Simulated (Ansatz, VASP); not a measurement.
# Cross-check of MoS2 between VASP and Ansatz, part 2 of 3

Aim: how closely do two programs agree when they are given the same cell, functional and k mesh?  The cell comes out of the VASP series on this material, whose earlier steps may have relaxed, scaled or displaced it; both programs get it as it stands.

VASP 6.6.1 and Ansatz 0.2.0.

So far: The starting structure; Ansatz: zone-centre phonons, PBE.

## 3. VASP: zone-centre phonons, PBE

Level of this step: PBE, no spin polarisation; plane waves and PAW (Mo_sv, S) (VASP).

The same cell, functional and mesh now go to VASP, with its own data sets and cutoff.

Lines of VASP's logs that name or quote its potential files are left out, and so is its time.

Contents of INCAR:

```
SYSTEM = MoS2
PREC = Accurate
ENCUT = 400
EDIFF = 1E-08
NELM = 100
ISMEAR = 0
SIGMA = 0.05
LREAL = .FALSE.
ALGO = Normal
GGA = PE
NBANDS = 32
LORBIT = 11
LWAVE = .FALSE.
LCHARG = .FALSE.
KPAR = 4
IBRION = 8
LEPSILON = .TRUE.
ISIF = 2
```

Contents of POSCAR:

```
MoS2
1.0
    3.1830027894      0.0000000000      0.0000000000
   -1.5915013947      2.7565612759      0.0000000000
    0.0000000000      0.0000000000     13.5252523405
Mo S
2 4
Direct
    0.3333333333      0.6666666667      0.2500000000
    0.6666666667      0.3333333333      0.7500000000
    0.3333333333      0.6666666667      0.6345095549
    0.6666666667      0.3333333333      0.1345095549
    0.3333333333      0.6666666667      0.8654904451
    0.6666666667      0.3333333333      0.3654904451
```

Contents of KPOINTS:

```
Automatic mesh
0
Gamma
7 7 2
0 0 0
```

Potentials, in the order of the species: Mo_sv and S (PBE family, release 64).

Launch:

```bash
> mpirun -np 4 vasp_std
```

What it wrote:

```text
[banner, memory and clock lines left out]
running    4 mpi-ranks, on    1 nodes
 distrk:  each k-point on    1 cores,    4 groups
 distr:  one band on    1 cores,    1 groups

 POSCAR found type information on POSCAR MoS
 POSCAR found :  2 types and       6 ions
 LDA part: xc-table for (Slater+PW92), standard interpolation
 POSCAR, INCAR and KPOINTS ok, starting setup
 FFT: planning ... GRIDC
 FFT: planning ... GRID_SOFT
 FFT: planning ... GRID
 WAVECAR not read
 entering main loop
       N       E                     dE             d eps       ncg     rms          rms(c)
DAV:   1     0.378907104570E+03    0.37891E+03   -0.26197E+04  1184   0.125E+03
DAV:   2    -0.256822611958E+02   -0.40459E+03   -0.39452E+03  1264   0.344E+02
DAV:   3    -0.462705977166E+02   -0.20588E+02   -0.20421E+02  1336   0.694E+01
DAV:   4    -0.467131375939E+02   -0.44254E+00   -0.44105E+00  1280   0.103E+01
DAV:   5    -0.467252498321E+02   -0.12112E-01   -0.12105E-01  1312   0.157E+00    0.332E+01
DAV:   6    -0.445084412516E+02    0.22168E+01   -0.21241E+01  1136   0.248E+01    0.129E+01
DAV:   7    -0.440332749403E+02    0.47517E+00   -0.90883E+00  1168   0.158E+01    0.794E+00
DAV:   8    -0.436853258147E+02    0.34795E+00   -0.14011E+00  1296   0.665E+00    0.269E+00
DAV:   9    -0.436945390531E+02   -0.92132E-02   -0.12979E-01  1328   0.177E+00    0.121E+00
DAV:  10    -0.436867255967E+02    0.78135E-02   -0.51461E-02  1240   0.131E+00    0.321E-01
DAV:  11    -0.436868596835E+02   -0.13409E-03   -0.20625E-03  1296   0.260E-01    0.159E-01
DAV:  12    -0.436867828749E+02    0.76809E-04   -0.69936E-04  1248   0.139E-01    0.421E-02
DAV:  13    -0.436868059544E+02   -0.23079E-04   -0.13011E-04  1248   0.568E-02    0.179E-02
DAV:  14    -0.436868116151E+02   -0.56608E-05   -0.14713E-05  1224   0.215E-02    0.754E-03
DAV:  15    -0.436868126861E+02   -0.10710E-05   -0.25018E-06  1360   0.666E-03    0.621E-03
DAV:  16    -0.436868125265E+02    0.15957E-06   -0.12510E-06  1312   0.611E-03    0.184E-03
DAV:  17    -0.436868126023E+02   -0.75738E-07   -0.70520E-08  1112   0.141E-03    0.432E-04
DAV:  18    -0.436868125908E+02    0.11502E-07   -0.14645E-09   784   0.230E-04    0.173E-04
DAV:  19    -0.436868125919E+02   -0.11496E-08   -0.59110E-10   736   0.141E-04
   1 F= -.43686813E+02 E0= -.43686813E+02  d E =-.781357E-18
 Linear response reoptimize wavefunctions to high precision
DAV:   1    -0.436868125908E+02    0.11560E-08   -0.18150E-10   824   0.665E-05
DAV:   2    -0.436868125906E+02    0.16553E-09   -0.42321E-11   736   0.294E-05
DAV:   3    -0.436868125907E+02   -0.14552E-09   -0.14101E-11   728   0.139E-05
 Linear response G [H, r] |phi>, progress :
  Direction:   1
       N       E                     dE             d eps       ncg     rms
RMM:   1    -0.255856290489E+03   -0.25586E+03    0.34251E+02  1769   0.217E+02
RMM:   2    -0.233348530609E+03    0.22508E+02   -0.15323E+02  1642   0.536E+01
RMM:   3    -0.235561243714E+03   -0.22127E+01   -0.10738E+01  1894   0.137E+01
RMM:   4    -0.235696548378E+03   -0.13530E+00   -0.88366E-01  2036   0.321E+00
RMM:   5    -0.235704223614E+03   -0.76752E-02   -0.92115E-02  2120   0.979E-01
RMM:   6    -0.235705129084E+03   -0.90547E-03   -0.10883E-02  2098   0.318E-01
RMM:   7    -0.235705232890E+03   -0.10381E-03   -0.23473E-05  2216   0.785E-02
RMM:   8    -0.235705242941E+03   -0.10051E-04   -0.56861E-04  2205   0.259E-02
RMM:   9    -0.235705245345E+03   -0.24046E-05   -0.13157E-04  2293   0.109E-02
RMM:  10    -0.235705245285E+03    0.60297E-07   -0.33269E-05  2239   0.461E-03
RMM:  11    -0.235705245600E+03   -0.31467E-06    0.48309E-05  2266   0.276E-03
RMM:  12    -0.235705246275E+03   -0.67524E-06   -0.59439E-05  2237   0.206E-03
RMM:  13    -0.235705246424E+03   -0.14946E-06   -0.37910E-05  2116   0.177E-03
RMM:  14    -0.235705246765E+03   -0.34019E-06   -0.98528E-06  1970   0.166E-03
RMM:  15    -0.235705246336E+03    0.42864E-06   -0.50640E-05  1891   0.160E-03
RMM:  16    -0.235705246647E+03   -0.31144E-06   -0.74955E-05  1812   0.159E-03
RMM:  17    -0.235705246701E+03   -0.53689E-07   -0.58926E-05  1797   0.158E-03
 Linear response G [H, r] |phi>, progress :
  Direction:   2
       N       E                     dE             d eps       ncg     rms
RMM:   1    -0.260870019241E+03   -0.26087E+03    0.26550E+02  1796   0.219E+02
RMM:   2    -0.242965217515E+03    0.17905E+02   -0.16467E+02  1685   0.539E+01
RMM:   3    -0.245239538141E+03   -0.22743E+01   -0.10234E+01  1891   0.133E+01
RMM:   4    -0.245353761715E+03   -0.11422E+00   -0.91312E-01  2027   0.306E+00
RMM:   5    -0.245357573631E+03   -0.38119E-02   -0.77988E-02  2129   0.943E-01
RMM:   6    -0.245358207888E+03   -0.63426E-03   -0.10335E-02  2133   0.312E-01
RMM:   7    -0.245358244770E+03   -0.36882E-04    0.42579E-04  2197   0.749E-02
RMM:   8    -0.245358254201E+03   -0.94313E-05   -0.12018E-03  2264   0.247E-02
RMM:   9    -0.245358254251E+03   -0.49953E-07    0.55850E-05  2287   0.100E-02
[...]
RMM:  11    -0.118788780382E+01    0.78351E-04    0.70651E-06  1808   0.470E-03    0.243E-03
RMM:  12    -0.118790180289E+01   -0.13999E-04   -0.36211E-05  1880   0.268E-03    0.294E-03
RMM:  13    -0.118789643742E+01    0.53655E-05   -0.20330E-05  1821   0.108E-03    0.830E-04
RMM:  14    -0.118790056454E+01   -0.41271E-05   -0.97467E-06  1871   0.416E-04    0.236E-04
[...]
force on displaced ion       1 direction 1 : -19.638   0.004   0.000
 Born effective charge ion    1 direction 1 :  -0.939   0.000   0.000
 Linear response progress:
  Degree of freedom:   2/  4
       N       E                     dE             d eps       ncg     rms          rms(c)
RMM:   1    -0.939323885269E+00   -0.93932E+00    0.41621E+00  1177   0.151E+01
RMM:   2    -0.739021833750E+00    0.20030E+00   -0.30513E-01  1544   0.248E+00    0.206E-01
RMM:   3    -0.738151012114E+00    0.87082E-03   -0.11003E-02  1778   0.420E-01    0.119E-01
RMM:   4    -0.736677445794E+00    0.14736E-02   -0.14556E-03  1926   0.129E-01    0.670E-02
RMM:   5    -0.736303752639E+00    0.37369E-03   -0.32095E-04  2118   0.418E-02    0.355E-02
RMM:   6    -0.736204204689E+00    0.99548E-04   -0.45946E-05  1966   0.201E-02    0.679E-03
RMM:   7    -0.736246577840E+00   -0.42373E-04    0.44693E-05  1841   0.651E-03    0.218E-03
RMM:   8    -0.736268780040E+00   -0.22202E-04    0.55149E-06  2078   0.302E-03    0.895E-04
RMM:   9    -0.736269558145E+00   -0.77810E-06    0.18147E-06  1987   0.123E-03    0.250E-04
RMM:  10    -0.736267551088E+00    0.20071E-05    0.44928E-06  1998   0.520E-04    0.102E-04
RMM:  11    -0.736267768774E+00   -0.21769E-06    0.85108E-07  2194   0.248E-04    0.644E-05
RMM:  12    -0.736267713620E+00    0.55154E-07    0.60341E-08  1993   0.161E-04    0.181E-05
RMM:  13    -0.736267688952E+00    0.24668E-07    0.36338E-08  2285   0.101E-04    0.944E-06
RMM:  14    -0.736267718767E+00   -0.29816E-07    0.13538E-07  2073   0.737E-05    0.495E-06
RMM:  15    -0.736267810592E+00   -0.91825E-07    0.65886E-08  2022   0.631E-05    0.137E-06
RMM:  16    -0.736267792654E+00    0.17938E-07    0.15644E-07  2157   0.543E-05    0.143E-06
RMM:  17    -0.736267818911E+00   -0.26257E-07    0.52151E-08  2041   0.507E-05    0.692E-07
RMM:  18    -0.736267825271E+00   -0.63596E-08    0.67418E-08  1678   0.484E-05    0.110E-06
 first order change of Fermi-energy   0.12802E-02
 force on displaced ion       1 direction 3 :  -0.000  -0.000 -29.634
 Born effective charge ion    1 direction 3 :   0.000   0.000  -0.339
 Linear response progress:
  Degree of freedom:   3/  4
       N       E                     dE             d eps       ncg     rms          rms(c)
RMM:   1    -0.107123737257E+00   -0.10712E+00   -0.12763E-01  7565   0.134E+00
RMM:   2    -0.924443510614E-01    0.14679E-01   -0.13834E-02  5126   0.426E-01    0.119E-01
RMM:   3    -0.928963255241E-01   -0.45197E-03   -0.71146E-04  5595   0.945E-02    0.686E-02
RMM:   4    -0.932918011269E-01   -0.39548E-03   -0.13307E-04  5511   0.442E-02    0.122E-02
RMM:   5    -0.932757698620E-01    0.16031E-04   -0.94968E-06  5917   0.106E-02    0.650E-03
RMM:   6    -0.932466095048E-01    0.29160E-04   -0.11316E-06  5582   0.455E-03    0.150E-03
RMM:   7    -0.932602162685E-01   -0.13607E-04   -0.16168E-06  5826   0.151E-03    0.688E-04
RMM:   8    -0.932651716850E-01   -0.49554E-05   -0.63252E-07  5997   0.602E-04    0.269E-04
RMM:   9    -0.932654492765E-01   -0.27759E-06   -0.16049E-06  6257   0.187E-04    0.735E-05
RMM:  10    -0.932651649271E-01    0.28435E-06   -0.19222E-06  6105   0.846E-05    0.306E-05
RMM:  11    -0.932651767325E-01   -0.11805E-07   -0.23170E-06  6019   0.539E-05    0.797E-06
RMM:  12    -0.932652177667E-01   -0.41034E-07   -0.23913E-06  6077   0.364E-05    0.651E-06
RMM:  13    -0.932652371127E-01   -0.19346E-07   -0.23640E-06  5781   0.309E-05    0.127E-06
RMM:  14    -0.932652497166E-01   -0.12604E-07   -0.23919E-06  5422   0.286E-05    0.426E-07
RMM:  15    -0.932652488897E-01    0.82689E-09   -0.23861E-06  3765   0.276E-05    0.252E-07
RMM:  16    -0.932652505158E-01   -0.16261E-08   -0.24151E-06  3425   0.275E-05    0.144E-07
RMM:  17    -0.932652486012E-01    0.19146E-08   -0.23980E-06  3391   0.275E-05    0.123E-07
RMM:  18    -0.932652507827E-01   -0.21815E-08   -0.24185E-06  3223   0.274E-05    0.865E-08
 first order change of Fermi-energy   0.39005E-01
 force on displaced ion       3 direction 1 :  -9.432   0.000  -0.001
 Born effective charge ion    3 direction 1 :   0.474  -0.000  -0.000
 Linear response progress:
  Degree of freedom:   4/  4
       N       E                     dE             d eps       ncg     rms          rms(c)
RMM:   1    -0.168933508837E+00   -0.16893E+00   -0.13883E-01  2517   0.142E+00
RMM:   2    -0.148928909147E+00    0.20005E-01   -0.15365E-02  1635   0.459E-01    0.340E-01
RMM:   3    -0.149066057458E+00   -0.13715E-03   -0.14792E-03  1653   0.129E-01    0.231E-01
RMM:   4    -0.149263924579E+00   -0.19787E-03   -0.25888E-04  1648   0.683E-02    0.405E-02
RMM:   5    -0.149310470323E+00   -0.46546E-04   -0.10379E-04  1608   0.406E-02    0.186E-02
RMM:   6    -0.149317062515E+00   -0.65922E-05    0.42274E-07  1766   0.138E-02    0.576E-03
RMM:   7    -0.149317629834E+00   -0.56732E-06   -0.62424E-07  1861   0.427E-03    0.255E-03
RMM:   8    -0.149319682471E+00   -0.20526E-05    0.80247E-06  1835   0.147E-03    0.671E-04
RMM:   9    -0.149322680779E+00   -0.29983E-05    0.17859E-06  1762   0.533E-04    0.360E-04
RMM:  10    -0.149325643714E+00   -0.29629E-05    0.14215E-06  1782   0.411E-04    0.158E-04
RMM:  11    -0.149325761846E+00   -0.11813E-06    0.87670E-07  1859   0.180E-04    0.146E-04
RMM:  12    -0.149325862812E+00   -0.10097E-06    0.10664E-06  1775   0.148E-04    0.647E-05
RMM:  13    -0.149325953080E+00   -0.90268E-07    0.90769E-07  1967   0.741E-05    0.232E-05
RMM:  14    -0.149326024916E+00   -0.71836E-07    0.13451E-06  1959   0.417E-05    0.138E-05
[...]
RMM:  21    -0.149326077617E+00    0.19884E-08    0.14447E-06  1199   0.269E-05    0.356E-07
RMM:  22    -0.149326078958E+00   -0.13410E-08    0.14467E-06  1103   0.269E-05    0.255E-07
RMM:  23    -0.149326078385E+00    0.57358E-09    0.14356E-06  1092   0.269E-05    0.380E-07
RMM:  24    -0.149326078220E+00    0.16523E-09    0.14636E-06  1087   0.269E-05    0.287E-07
RMM:  25    -0.149326078799E+00   -0.57909E-09    0.14338E-06  1086   0.269E-05    0.399E-07
RMM:  26    -0.149326079042E+00   -0.24360E-09    0.14698E-06  1070   0.269E-05    0.323E-07
RMM:  27    -0.149326077995E+00    0.10471E-08    0.14482E-06  1067   0.269E-05    0.421E-07
RMM:  28    -0.149326079495E+00   -0.15001E-08    0.14602E-06  1067   0.269E-05    0.359E-07
 first order change of Fermi-energy   0.44537E+00
 force on displaced ion       3 direction 3 :  -0.000   0.000 -16.749
 Born effective charge ion    3 direction 3 :   0.000   0.000   0.169
 Born effective charges drift removed
 Linear response finished
```

[end of part 2 of 3]

[Lines on the potential files, build, host, timing and source positions are cut from VASP's logs without a mark.]

[Logs are printed without paths, hosts, clocks, repeated set-up lines and the standing remarks that a program may print on its own settings, such as how far it seeks lower states.]

[Hosts, paths, dates, database ids (printed as entryN), source tags and the programs' standing remarks are cut or masked in the printed files.]
